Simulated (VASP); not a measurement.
Set up this calculation in VASP 6.6.1, as the native input.

```
Task                   : single point
Functional             : PBE
Potentials or basis    : VASP PAW PBE potentials, release 64 (Pd, In_d, F)
Cutoff                 : 520 eV
k mesh                 : 6 × 4 × 5, shifted
Occupations            : fermi-dirac, width 0.1 eV
Spin                   : no spin polarisation
Dipole correction      : no
Further INCAR settings : ALGO = Normal; EDIFF = 1e-07; NBANDS = 28
```

The structure of InPd2F lies in POSCAR:

```
InPd2F
1.0
    3.3252890000      0.5335480000      0.9633890000
    0.5496430000      4.8236980000     -0.1510270000
    0.4274000000     -0.5264720000      4.3115020000
Pd In F
2 1 1
Direct
    0.0683070000      0.5852640000      0.2320670000
    0.6126290000      0.8671970000      0.9045630000
    0.1526530000      0.1582650000      0.5797240000
    0.3546340000      0.5535530000      0.6813630000
```

The cell was built by a generator and needn't be a form met in nature.

These files were run (other wordings do the same):

INCAR

```
SYSTEM = InPd2F
PREC = Accurate
ENCUT = 520
EDIFF = 1E-7
ISMEAR = -1
SIGMA = 0.1
LREAL = .False.
LASPH = .True.
NELM = 100
ALGO = Normal
ISIF = 2
LWAVE = .False.
LCHARG = .False.
GGA = PE
NBANDS = 28
```

KPOINTS

```
Automatic mesh
0
Gamma
  6 4 5
  0.5 0.5 0.5
```

Potentials or basis: VASP PAW PBE potentials, release 64 (Pd, In_d, F).

Command:

```sh
$ cat potpaw_PBE.64/Pd/POTCAR potpaw_PBE.64/In_d/POTCAR potpaw_PBE.64/F/POTCAR > POTCAR
$ mpirun -np 1 vasp_std > vasp.out
```

It gave:

* Pressure: 7.0 GPa
* Largest force: 1.973 eV/Å
* Band gap on the k mesh: none (metal or under the smearing width)

Run time: 49 s on 1 thread of AMD EPYC 9R45 96-Core Processor (Zen 5) (shared host), peak memory 0.21 GiB.
